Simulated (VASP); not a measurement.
OSZICAR of a VASP run on PtS2 (1T layered):

OSZICAR:
```
       N       E                     dE             d eps       ncg     rms          rms(c)
DAV:   1     0.689545909147E+02    0.68955E+02   -0.10896E+04   848   0.134E+03
DAV:   2    -0.694923734316E+02   -0.13845E+03   -0.13551E+03  1043   0.257E+02
DAV:   3    -0.756632260158E+02   -0.61709E+01   -0.61416E+01  1064   0.583E+01
DAV:   4    -0.757326521813E+02   -0.69426E-01   -0.69403E-01  1106   0.691E+00
DAV:   5    -0.757339600786E+02   -0.13079E-02   -0.13078E-02  1092   0.904E-01    0.212E+01
DAV:   6    -0.701152695971E+02    0.56187E+01   -0.10689E+01   987   0.347E+01    0.144E+01
DAV:   7    -0.687286352544E+02    0.13866E+01   -0.15980E+00   924   0.146E+01    0.707E+00
DAV:   8    -0.687544417918E+02   -0.25807E-01   -0.15688E-01   994   0.376E+00    0.161E+00
DAV:   9    -0.687365951263E+02    0.17847E-01   -0.59274E-02   882   0.320E+00    0.297E-01
DAV:  10    -0.687704465672E+02   -0.33851E-01   -0.18441E-02   973   0.123E+00    0.210E-01
DAV:  11    -0.687665881783E+02    0.38584E-02   -0.18787E-03  1029   0.478E-01    0.203E-01
DAV:  12    -0.687713581299E+02   -0.47700E-02   -0.20613E-03   931   0.511E-01    0.749E-02
DAV:  13    -0.687715637806E+02   -0.20565E-03   -0.52631E-04  1008   0.281E-01    0.683E-02
DAV:  14    -0.687715992655E+02   -0.35485E-04   -0.12377E-04   938   0.143E-01    0.346E-02
DAV:  15    -0.687717795596E+02   -0.18029E-03   -0.12459E-04   952   0.117E-01    0.887E-03
DAV:  16    -0.687717812056E+02   -0.16460E-05   -0.41584E-06  1127   0.210E-02    0.796E-03
DAV:  17    -0.687717806147E+02    0.59086E-06   -0.12589E-07   830   0.406E-03    0.958E-03
DAV:  18    -0.687717802642E+02    0.35054E-06   -0.10326E-07   742   0.360E-03    0.208E-03
DAV:  19    -0.687717807647E+02   -0.50050E-06   -0.19352E-07   715   0.514E-03    0.211E-03
DAV:  20    -0.687717806206E+02    0.14409E-06   -0.15075E-08   511   0.121E-03    0.152E-03
DAV:  21    -0.687717809355E+02   -0.31491E-06   -0.53928E-09   518   0.829E-04    0.992E-04
DAV:  22    -0.687717807562E+02    0.17933E-06   -0.23686E-09   490   0.603E-04    0.105E-04
DAV:  23    -0.687717808357E+02   -0.79481E-07   -0.81826E-10   504   0.273E-04
   1 F= -.68771781E+02 E0= -.68771781E+02  d E =-.687718E+02
       N       E                     dE             d eps       ncg     rms          rms(c)
DAV:   1    -0.688325107317E+02   -0.60730E-01   -0.76681E+00   840   0.175E+01    0.197E+00
DAV:   2    -0.688379012209E+02   -0.53905E-02   -0.30565E-01  1057   0.453E+00    0.972E-01
DAV:   3    -0.688392319985E+02   -0.13308E-02   -0.18777E-02   970   0.136E+00    0.570E-01
DAV:   4    -0.688369551957E+02    0.22768E-02   -0.13236E-02   959   0.993E-01    0.244E-01
DAV:   5    -0.688403705031E+02   -0.34153E-02   -0.39604E-03   896   0.674E-01    0.111E-01
DAV:   6    -0.688402287441E+02    0.14176E-03   -0.88935E-04   966   0.296E-01    0.108E-01
DAV:   7    -0.688405995747E+02   -0.37083E-03   -0.17272E-04  1022   0.120E-01    0.132E-02
DAV:   8    -0.688406467242E+02   -0.47150E-04   -0.43885E-05   931   0.631E-02    0.637E-03
DAV:   9    -0.688406531208E+02   -0.63967E-05   -0.64379E-06   931   0.262E-02    0.456E-03
DAV:  10    -0.688406508660E+02    0.22548E-05   -0.20082E-06   952   0.151E-02    0.179E-03
DAV:  11    -0.688406508540E+02    0.12018E-07   -0.77122E-07  1057   0.803E-03
   2 F= -.68840651E+02 E0= -.68840651E+02  d E =-.688700E-01
       N       E                     dE             d eps       ncg     rms          rms(c)
DAV:   1    -0.688467478216E+02   -0.60970E-02   -0.43474E+00   840   0.132E+01    0.142E+00
DAV:   2    -0.688528395973E+02   -0.60918E-02   -0.17293E-01  1043   0.339E+00    0.668E-01
DAV:   3    -0.688526569397E+02    0.18266E-03   -0.96388E-03   998   0.954E-01    0.385E-01
DAV:   4    -0.688518380868E+02    0.81885E-03   -0.67592E-03   945   0.700E-01    0.171E-01
DAV:   5    -0.688532500788E+02   -0.14120E-02   -0.21044E-03   882   0.483E-01    0.765E-02
DAV:   6    -0.688532981479E+02   -0.48069E-04   -0.55168E-04   924   0.234E-01    0.782E-02
DAV:   7    -0.688534696360E+02   -0.17149E-03   -0.88608E-05  1022   0.875E-02    0.105E-02
DAV:   8    -0.688534847423E+02   -0.15106E-04   -0.16638E-05   994   0.378E-02    0.398E-03
DAV:   9    -0.688534901738E+02   -0.54316E-05   -0.34950E-06   924   0.196E-02    0.321E-03
DAV:  10    -0.688534878848E+02    0.22890E-05   -0.11440E-06   889   0.116E-02    0.127E-03
DAV:  11    -0.688534879099E+02   -0.25107E-07   -0.41775E-07  1050   0.588E-03
   3 F= -.68853488E+02 E0= -.68853488E+02  d E =-.817071E-01
       N       E                     dE             d eps       ncg     rms          rms(c)
DAV:   1    -0.688535376396E+02   -0.49755E-04   -0.36891E-02   840   0.123E+00    0.135E-01
DAV:   2    -0.688536305856E+02   -0.92946E-04   -0.14625E-03  1064   0.310E-01    0.586E-02
DAV:   3    -0.688536225657E+02    0.80198E-05   -0.73662E-05   998   0.829E-02    0.323E-02
DAV:   4    -0.688536234121E+02   -0.84633E-06   -0.53645E-05   945   0.609E-02    0.131E-02
DAV:   5    -0.688536257749E+02   -0.23629E-05   -0.17087E-05   875   0.437E-02    0.567E-03
DAV:   6    -0.688536312460E+02   -0.54711E-05   -0.56149E-06   924   0.241E-02    0.668E-03
DAV:   7    -0.688536307483E+02    0.49777E-06   -0.10785E-06   966   0.989E-03    0.794E-04
DAV:   8    -0.688536314158E+02   -0.66758E-06   -0.52481E-08   686   0.252E-03    0.411E-04
DAV:   9    -0.688536306051E+02    0.81076E-06   -0.38705E-08   462   0.214E-03    0.273E-04
DAV:  10    -0.688536310796E+02   -0.47453E-06   -0.11123E-08   441   0.107E-03    0.174E-04
DAV:  11    -0.688536310693E+02    0.10272E-07   -0.25582E-09   441   0.500E-04
   4 F= -.68853631E+02 E0= -.68853631E+02  d E =-.818502E-01
       N       E                     dE             d eps       ncg     rms          rms(c)
DAV:   1    -0.688750113139E+02   -0.21380E-01   -0.93185E-01   861   0.720E+00    0.865E-01
DAV:   2    -0.688607069607E+02    0.14304E-01   -0.43133E-02   966   0.188E+00    0.413E-01
DAV:   3    -0.688599419047E+02    0.76506E-03   -0.68912E-03  1057   0.699E-01    0.204E-01
DAV:   4    -0.688596692699E+02    0.27263E-03   -0.19930E-03  1001   0.352E-01    0.878E-02
DAV:   5    -0.688597481492E+02   -0.78879E-04   -0.39567E-04  1008   0.173E-01    0.377E-02
DAV:   6    -0.688597476730E+02    0.47621E-06   -0.15327E-04   917   0.121E-01    0.194E-02
DAV:   7    -0.688598223891E+02   -0.74716E-04   -0.73822E-05   854   0.819E-02    0.645E-03
DAV:   8    -0.688598282793E+02   -0.58902E-05   -0.89744E-06   959   0.321E-02    0.345E-03
DAV:   9    -0.688598319361E+02   -0.36568E-05   -0.18817E-06   980   0.144E-02    0.129E-03
DAV:  10    -0.688598309186E+02    0.10175E-05   -0.62759E-07   924   0.769E-03    0.360E-04
DAV:  11    -0.688598315671E+02   -0.64854E-06   -0.31270E-08   588   0.207E-03    0.163E-04
DAV:  12    -0.688598311388E+02    0.42832E-06   -0.95749E-09   448   0.103E-03    0.770E-05
DAV:  13    -0.688598313450E+02   -0.20622E-06   -0.11379E-09   434   0.343E-04    0.430E-05
DAV:  14    -0.688598312192E+02    0.12584E-06   -0.53693E-10   420   0.245E-04    0.246E-05
DAV:  15    -0.688598313471E+02   -0.12793E-06   -0.26718E-10   420   0.170E-04    0.774E-06
DAV:  16    -0.688598312817E+02    0.65379E-07   -0.51084E-11   420   0.752E-05
   5 F= -.68859831E+02 E0= -.68859831E+02  d E =-.620021E-02
       N       E                     dE             d eps       ncg     rms          rms(c)
DAV:   1    -0.688679569878E+02   -0.81256E-02   -0.42224E-01   861   0.484E+00    0.588E-01
DAV:   2    -0.688614281592E+02    0.65288E-02   -0.19642E-02   952   0.126E+00    0.280E-01
DAV:   3    -0.688610792215E+02    0.34894E-03   -0.31587E-03  1057   0.472E-01    0.138E-01
DAV:   4    -0.688609522086E+02    0.12701E-03   -0.91178E-04   994   0.237E-01    0.589E-02
DAV:   5    -0.688609924806E+02   -0.40272E-04   -0.17759E-04  1001   0.116E-01    0.256E-02
DAV:   6    -0.688609886436E+02    0.38370E-05   -0.68549E-05   910   0.808E-02    0.129E-02
DAV:   7    -0.688610247522E+02   -0.36109E-04   -0.33506E-05   868   0.549E-02    0.441E-03
DAV:   8    -0.688610263596E+02   -0.16074E-05   -0.40433E-06   966   0.214E-02    0.235E-03
DAV:   9    -0.688610286128E+02   -0.22531E-05   -0.87402E-07   966   0.970E-03    0.880E-04
DAV:  10    -0.688610278218E+02    0.79097E-06   -0.29241E-07   900   0.521E-03    0.236E-04
DAV:  11    -0.688610282248E+02   -0.40300E-06   -0.14652E-08   469   0.139E-03    0.106E-04
DAV:  12    -0.688610279438E+02    0.28096E-06   -0.48618E-09   448   0.728E-04    0.512E-05
DAV:  13    -0.688610280681E+02   -0.12429E-06   -0.55798E-10   420   0.232E-04    0.313E-05
DAV:  14    -0.688610279976E+02    0.70565E-07   -0.24815E-10   420   0.163E-04
   6 F= -.68861028E+02 E0= -.68861028E+02  d E =-.739693E-02
```

Problem. Which electronic solver shows in the log?

Solution. It is blocked Davidson (ALGO = Normal, or the opening steps of other solvers). The INCAR had ALGO = Normal.

Problem. Can the final energy be trusted as converged?

Solution. The run converged. It stopped with EDIFF = 1E-7, NELM = 100, NSW = 30 and EDIFFG = -0.01 after 6 ionic steps (r2SCAN meta-GGA, plane waves, VASP's PBE PAW potentials (set 64)).

The compound is PtS2 in the 1T layered structure. This cell is one point of a volume scan, at 0.94 of the reference volume. Symmetry was kept, so distortions that lower it aren't found.
